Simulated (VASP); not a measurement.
Nb:

```xyz
1
Lattice="-1.6640 1.6640 1.6640 1.6640 -1.6640 1.6640 1.6640 1.6640 -1.6640" Properties=species:S:1:pos:R:3 pbc="T T T"
Nb    0.0000    0.0000    0.0000
```

- Program: VASP 6.6.1
- Task: relaxation of cell and atoms
- Functional: LDA
- Potentials or basis: VASP PAW LDA potentials, release 64 (Nb_sv)
- Cutoff: 600 eV
- k mesh: 16 × 16 × 16
- Occupations: methfessel-paxton, width 0.1 eV
- Spin: no spin polarisation

At the start: pressure -12.6 GPa; volume 18.43 Å³/atom.

Q: How do energy, volume and symmetry change on relaxing?

A: Over 7 steps the energy falls by 55.5 meV/atom and the volume is 17.11 Å³/atom (-7.2 %); space group Im-3m (No. 229, to 0.05 Å).

The path:
```csv
step,energy change (eV),largest force (eV/Å),pressure (GPa),volume (Å³)
1,0.0000,0.0000,-12.60,18.43
2,0.1778,0.0000,36.22,14.83
3,-0.0553,0.0000,-0.79,17.18
4,-0.0555,0.0000,-0.15,17.12
5,-0.0555,0.0000,0.15,17.09
6,-0.0555,0.0000,-0.24,17.13
7,-0.0555,0.0000,-0.01,17.11
```

Final structure:
```
Nb
1.0
    -1.62318    1.62318    1.62318
     1.62318   -1.62318    1.62318
     1.62318    1.62318   -1.62318
Nb
1
Direct
  0.00000 0.00000 0.00000
```
